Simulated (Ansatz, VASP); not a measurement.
# BePd3C: VASP beside Ansatz

Wanted: the spread between two codes on one cell, functional and k mesh. The cell is generated by rule, not measured, and may not be a known phase. The cell is taken from a series of runs on this material, whose earlier steps may have relaxed, scaled, displaced or heated it; both programs get it as it stands.

Program: Ansatz 0.2.0. Level of theory: plane waves, with VASP 6.6.1 beside it; relaxation of cell and atoms at PBEsol. Results are calculated unless marked as measured.

The structure was built from a prototype and need not be the compound's stable phase.

## (1) Set-up

Symmetry: Pmma, No. 51, orthorhombic system. Conventional cell: a = 8.031 Å, b = 4.016 Å, c = 4.016 Å, α = 90.00°, β = 90.00°, γ = 90.00°. Nearest to Be lie 4 Pd at 2.51 to 2.62 Å. Pd has 2 C at 2.01 Å nearest. Pd has 2 C at 2.02 Å and 2 Be at 2.51 Å nearest. Nearest to Pd lie 2 C at 2.01 Å and 2 Be at 2.62 Å. Nearest to C lie 6 Pd at 2.01 to 2.02 Å. Farther neighbours are not listed.

## (2) Ansatz: relaxation of cell and atoms, PBEsol

Ansatz runs on its default PAW (the set named soft_2) files.

The relaxed volume is the usual yardstick between codes: in a stiff, nearly cubic crystal its relative difference is about their pressure difference at one cell divided by the bulk modulus.

File input.yaml:

```yaml
crystal:
  lattice:
    - [4.0156977755, 0.0, 0.0]
    - [0.0, 4.0156977755, 0.0]
    - [0.0, 0.0, 8.031395551]
  atoms:
    - { symbol: Be, position: [-0.0796872718, 0.0, 0.0] }
    - { symbol: Be, position: [0.0796872718, 0.0, 0.5] }
    - { symbol: Pd, position: [0.0, 0.5, 0.25] }
    - { symbol: Pd, position: [0.0, 0.5, 0.75] }
    - { symbol: Pd, position: [0.5468582148, 0.5, 0.0] }
    - { symbol: Pd, position: [0.4531417852, 0.5, 0.5] }
    - { symbol: Pd, position: [0.5, 0.0, 0.25] }
    - { symbol: Pd, position: [0.5, 0.0, 0.75] }
    - { symbol: C, position: [0.5, 0.5, 0.25] }
    - { symbol: C, position: [0.5, 0.5, 0.75] }
kpoints:
  mp_grid: { grid: [10, 10, 6] }
hamiltonian:
  xc: pbesol
scf:
  occupations: { method: methfessel_paxton, width: 0.2 }
output:
  forces: true
  stress: true
  eigenvalues: true
relax:
  adjacent_minimum: "off"
  f_tol: 0.002
  max_steps: 120
  cell: { stress_tol: 0.03 }
```

Launch:

```console
$ ansatz run input.yaml --threads 4 --pin off --max-ram 14336MiB --backend cpu --events-out ev --progress --plain --runs-dir out
```

Numbers of over 12 decimals in the logs are rounded to 6 here.

What it wrote:

```text
Engine: ansatz 0.2.0, aarch64-unknown-linux-gnu
Pseudopotentials: kind: paw
Pseudopotential: Be, paw, valence charge 2, recommended cutoff 420 eV (normal), Be.paw.azcp
Pseudopotential: Pd, paw, valence charge 18, recommended cutoff 420 eV (normal), Pd.paw.azcp
Pseudopotential: C, paw, valence charge 4, recommended cutoff 420 eV (normal), C.paw.azcp
Functional definition: PBEsol
  exchange = pbesol_x
  correlation = pbesol_c
Crystal: 10 atoms, lattice volume = 129.513 Å³
Basis set: ecut = 420 eV, 2547 PW (Γ), exchange–correlation on 54×54×108 points (8 copies of the dense FFT grid, shifted against one another)
Bands: 72, of which v1, the nominal top of the filled ones, is band 60 counted from 1 (59 counted from 0)
Symmetry: 8 space group operations
Space group: Pmma (ITA 51), of the structure as read, at distance tolerance 5.1e-5 Å
k-points: 144 of 600
Non-local potential: Be, projectors of the file, l = 0: 2, l = 1: 2, l = 2: 1
Non-local potential: Pd, projectors of the file, l = 0: 2, l = 1: 2, l = 2: 2, l = 3: 1
Non-local potential: C, projectors of the file, l = 0: 2, l = 1: 2, l = 2: 1
PAW form: soft (Blöchl's): semilocal exchange-correlation on the pseudo side does not see the compensation charge
PAW frozen core: Be, regenerated for the run's functional, and the local potential with it (the file was generated under x = pbe(κ = 0.804, μ = 0.219515), c = pbe(β = 0.066725))
PAW frozen core: Pd, regenerated for the run's functional, and the local potential with it (the file was generated under x = pbe(κ = 0.804, μ = 0.219515), c = pbe(β = 0.066725))
PAW frozen core: C, regenerated for the run's functional, and the local potential with it (the file was generated under x = pbe(κ = 0.804, μ = 0.219515), c = pbe(β = 0.066725))
PAW one-centre angular grid: Be, 110 points (default); XC on 64 Gauss nodes
PAW one-centre angular grid: Pd, 590 points (default); XC on 64 Gauss nodes
PAW one-centre angular grid: C, 110 points (default); XC on 64 Gauss nodes
Initial density: superposition of atomic densities (neutral atoms: chi_scale 0, normalization atom), corrected by the library's trained network
Initial wavefunctions: pseudopotential atomic-orbital guess
Functional: x = pbesol(κ = 0.804, μ = 0.123457), c = pbesol(β = 0.046)
SCF iter   1: F=—  HF=-42111.856153 eV  |F-HF|=—  |Δ(HF+E_count)|=         —  Δρ=8.53e-3  dr2=7.43e-2  ethr=1.77e-3  ⟨swp⟩=5.1  Hψ=37581  notcnv=0
preconditioner: auto → Kerker (q_TF=auto, 2.694 Å⁻¹)  [metal: Δε(μ)=0.012 eV  Ē_g=7.870 eV  σ=0.200 eV  W_gap=0.05  n_scr=38 (ndim 8)  ℏωp=27.7 eV  f_vac=0.000  D(μ)=6.12/eV (n_scr^D=54)]
SCF iter   2: F=—  HF=-42111.839708 eV  |F-HF|=—  |Δ(HF+E_count)|=   1.64e-2  S|Δr|=    0.00e0  Δρ=3.93e-3  dr2=1.58e-2  ethr=6.19e-5  ⟨swp⟩=2.0  Hψ=17246  notcnv=0
SCF iter   3: F=—  HF=-42111.835644 eV  |F-HF|=—  |Δ(HF+E_count)|=   4.06e-3  S|Δr|=    0.00e0  Δρ=7.50e-4  dr2=7.48e-4  ethr=1.32e-5  ⟨swp⟩=2.0  Hψ=14957  notcnv=0
SCF iter   4: F=—  HF=-42111.835540 eV  |F-HF|=—  |Δ(HF+E_count)|=   1.03e-4  S|Δr|=    0.00e0  Δρ=2.08e-4  dr2=8.73e-5  ethr=6.23e-7  ⟨swp⟩=2.1  Hψ=14760  notcnv=0
SCF iter   5: F=—  HF=-42111.835512 eV  |F-HF|=—  |Δ(HF+E_count)|=   2.78e-5  S|Δr|=    0.00e0  Δρ=6.60e-5  dr2=8.69e-6  ethr=7.28e-8  ⟨swp⟩=2.1  Hψ=13704  notcnv=0
SCF iter   6: F=—  HF=-42111.835510 eV  |F-HF|=—  |Δ(HF+E_count)|=   1.98e-6  S|Δr|=    0.00e0  Δρ=1.79e-5  dr2=3.96e-7  ethr=7.24e-9  ⟨swp⟩=2.1  Hψ=14390  notcnv=0
SCF iter   7: F=-42111.835510 eV  HF=-42111.835510 eV  |F-HF|=1.15e-8  |Δ(HF+E_count)|=   8.80e-8  S|Δr|=    0.00e0  Δρ=4.45e-6  dr2=2.49e-8  ethr=8.33e-11  ⟨swp⟩=8.5  Hψ=40050  notcnv=0
SCF 1 converged in 7 iterations: F = -42111.835510 eV  dr2 = 2.49e-8
  greatest PAW one-centre occupation: 0.999 electrons in one spin orbital (limit 2), on the Pd atom at site 7 (counted from 0), in its partial waves of l = 0
relax step   1: F+E_penalty+E_count = -42111.83551023 eV  Δ(F+E_penalty+E_count) = +0.000e0 eV  max|allowed force component| = 1.493e-1 eV/Å  Δτ_max = 0.0000 Å  P = +1.707 GPa  Ω = 129.513 Å³  (7 SCF iters, dr2 threshold 1.00e-7 eV, accepted)
[...]
relax step   6: F+E_penalty+E_count = -42111.85051797 eV  Δ(F+E_penalty+E_count) = -9.674e-5 eV  max|allowed force component| = 1.005e-3 eV/Å  Δτ_max = 0.0075 Å  P = +0.002 GPa  Ω = 130.818 Å³  energy of the carried Pulay correction = -1.070e-3 eV  (8 SCF iters, accepted)
[...]
relax step   7: F+E_penalty+E_count = -42111.85166159 eV  Δ(F+E_penalty+E_count) = -1.144e-3 eV  max|allowed force component| = 9.979e-4 eV/Å  Δτ_max = 0.0000 Å  P = +0.007 GPa  Ω = 130.818 Å³  stress off target by 1.40e-2 GPa  SCF on the basis re-selected at this cell (its energy is not comparable with the rows above)  (5 SCF iters)
basis re-selected at this cell: Δ(F+E_penalty+E_count) = -1.144e-3 eV, ΔP = +0.005 GPa vs the last step (what re-selecting the basis moved, of the pressure what is left beyond the Pulay correction that the steps carried, after the strain that the cell walked since its last selection, with what the two solves' SCF thresholds leave and, on support functions, any second-order correction that the steps lacked; it is no measure of the basis error at this ecutwfc). The dense FFT grid was sized anew with the basis: this SCF ran on 30×27×54 points, the steps before it on 27×27×54, so part of this shift can come from that change (see relax.cell in the input reference). [rest of the remark cut]
SCF converged after 5 iterations
Stability not checked: this state was not tested for a lower state beside it, because cold or Methfessel-Paxton smearing, or corrected tetrahedra, fill the levels in a way that the test cannot read (fill_not_monotonic; see scf.lower_state_search)
Free energy (F): -42111.851662 eV
Harris-Foulkes:  -42111.851662 eV  (|F-HF|=0.00e0)
Internal energy: -42111.848623 eV  (E = F + TS)
E sigma→0 (E₀):  -42111.850902 eV
Entropy (-TS):   -0.003039 eV (-0.304 meV/atom)
Fermi energy:    15.709377 eV
--- Per-component energies (eV) ---
  E_band       = -1268.239976
  E_kinetic    = 3289.378018
  E_local      = -14493.519026  (includes V_loc(G=0)·N_el)
  E_nonlocal   = 1375.368238
  E_hartree    = 5987.986066
  E_xc         = -1138.887211
  E_vxc        = -1425.187501  (∫ρ·V_xc dr)
  E_paw        = -22411.805727  (= ΣΔE_a)
  E_vpaw       = -1990.252878  (= ΣTr[D̂ρ^β])
  E_aug_tail   = 0.001167  (compensation charges beyond the density's cutoff)
  E_ewald      = -14722.246557
  E_core_change = 1.876408  (= ΣΔE_core)
  E_smearing   = -0.003039  (= −TS)
  E_closure    = -0.000000  (closes the sum)
  Σ components = -42111.851662   (vs F -42111.851662, Δ=0.00e0)
--- Forces (eV/Å), atoms counted from 1 ---
  atom   1  Be    -0.00099790    -0.00000000     0.00000000
  atom   2  Be     0.00099790     0.00000000     0.00000000
  atom   3  Pd    -0.00000000     0.00000000     0.00000000
  atom   4  Pd    -0.00000000     0.00000000     0.00000000
  atom   5  Pd     0.00099116    -0.00000000     0.00000000
  atom   6  Pd    -0.00099116     0.00000000     0.00000000
  atom   7  Pd     0.00000000    -0.00000000    -0.00000000
  atom   8  Pd     0.00000000    -0.00000000     0.00000000
  atom   9  C     -0.00000000     0.00000000     0.00000000
  atom  10  C     -0.00000000     0.00000000    -0.00000000
  max |Σ_I F_I| component: 1.59e-28 eV/Å
--- Stress (GPa, compression-positive) ---
        0.009703       0.000000      -0.000000
        0.000000      -0.002961      -0.000000
       -0.000000      -0.000000       0.013994
  P = ⅓ Tr σ = 0.0069 GPa (0.069 kbar)
--- Band table (eV; the first three rows and the last of 144) ---
  k-point 0: bands = [... 56 lower, 14.5727, 14.5752, 14.5812, 14.6093, 15.5335, 15.7408, 18.2084, 18.3697, ... 8 higher]
  k-point 1: bands = [... 56 lower, 14.5614, 14.5728, 14.6124, 14.6747, 15.4707, 15.6694, 18.2524, 18.2745, ... 8 higher]
  k-point 2: bands = [... 56 lower, 14.5728, 14.5731, 14.8596, 14.8993, 15.3219, 15.4689, 18.1948, 18.3092, ... 8 higher]
  k-point 143: bands = [... 56 lower, 14.8994, 14.8994, 15.4466, 15.4466, 15.4544, 15.4544, 17.3836, 17.3836, ... 8 higher]
--- Relaxed structure (6 steps of the walk, 5 accepted, 1 SCFs on fresh bases) ---
  F+E_penalty+E_count = -42111.85166159 eV   max|allowed force component| = 9.979e-4 eV/Å   (the final SCF, on the basis selected at the relaxed cell)
  cell:  # Å, volume = 130.8178 Å³
    - [4.053663, 0.0, 0.0]
    - [0.0, 4.025050, 0.0]
    - [0.0, 0.0, 8.017662]
  atoms:
    - { symbol: Be, position: [-0.080853, 0.0, 0] }
    - { symbol: Be, position: [0.080853, 0.0, 0.5] }
    - { symbol: Pd, position: [0, 0.500000, 0.25] }
    - { symbol: Pd, position: [0, 0.500000, 0.75] }
    - { symbol: Pd, position: [0.556430, 0.500000, 0] }
    - { symbol: Pd, position: [0.443570, 0.500000, 0.5] }
    - { symbol: Pd, position: [0.5, 0.0, 0.25] }
    - { symbol: Pd, position: [0.5, 0, 0.75] }
    - { symbol: C, position: [0.5, 0.500000, 0.25] }
    - { symbol: C, position: [0.5, 0.500000, 0.75] }
```

[end of part 1 of 2]

[Lines on the potential files, build, host, timing and source positions are cut from VASP's logs without a mark.]

[Logs are printed without paths, hosts, clocks, repeated set-up lines and the standing remarks that a program may print on its own settings, such as how far it seeks lower states.]

[Hosts, paths, dates, database ids (printed as entryN), source tags and the programs' standing remarks are cut or masked in the printed files.]
